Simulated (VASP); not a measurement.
Here is the system:

```
CELL_PARAMETERS angstrom
      4.68249    -2.40499    -0.00001
      4.68249     2.40499    -0.00001
     -4.26619     0.00000     8.04217
ATOMIC_POSITIONS crystal
  Ba 0.14232 0.85768 0.25000
  Ba 0.85768 0.14232 0.75000
  S  0.48482 0.19207 0.97965
  S  0.51518 0.80793 0.02035
  S  0.80793 0.51518 0.52035
  S  0.19207 0.48482 0.47965
```

These are r2SCAN meta-GGA, VASP's PBE PAW potentials (set 64) (plane waves; VASP) values and carry that method's errors. Settings: 400 eV cut-off, 6×6×3 Γ-centred mesh, tetrahedra with Blöchl corrections, potentials Ba_sv S.

The cores are frozen, which limits the accuracy of field gradients.

### Question
Give the principal components of the electric field gradient (V/Å²) and the asymmetry η at each nucleus.

### Answer

```csv
atom,Vxx,Vyy,Vzz,η
Ba1,12.0,10.8,-22.8,0.06
Ba2,12.0,10.8,-22.8,0.06
S3,-142.5,-120.1,262.6,0.09
S4,-142.5,-120.1,262.6,0.09
S5,-142.5,-120.1,262.6,0.09
S6,-142.5,-120.1,262.6,0.09
```

The structure comes from a computed database's BaS2 entry (C2/c); how it stands against other phases isn't given here. It was relaxed first.
